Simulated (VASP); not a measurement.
Consider the following.

```xyz
8
Lattice="4.2097 0.0000 0.0000 0.0000 4.2097 0.0000 0.0000 0.0000 4.2097" Properties=species:S:1:pos:R:3 pbc="T T T"
Fe     3.6136     2.7010     1.5087
Fe     1.5087     3.6136     2.7010
Fe     0.5961     0.5961     0.5961
Fe     2.7010     1.5087     3.6136
Si     0.6606     1.4442     2.7655
Si     2.7655     0.6606     1.4442
Si     3.5491     3.5491     3.5491
Si     1.4442     2.7655     0.6606
```

Computed with PBEsol GGA, VASP's PBE PAW potentials (set 64) (plane waves; VASP). Numerical set-up: 500 eV cut-off, 5×5×5 Γ-centred mesh, Gaussian smearing of 0.050 eV, potentials Fe Si.

### Question
Estimate the energy per atom (σ→0), pressure.

### Answer

* **energy per atom (σ→0)**: -7.808 eV/atom
* **pressure**: 45.24 GPa

Total energies compare only between runs with the same potentials, cut-off and functional.

The compound is FeSi in the B20 structure. It was relaxed first under an external pressure of 45 GPa. The run is not spin-polarised, so no magnetic state was tried.
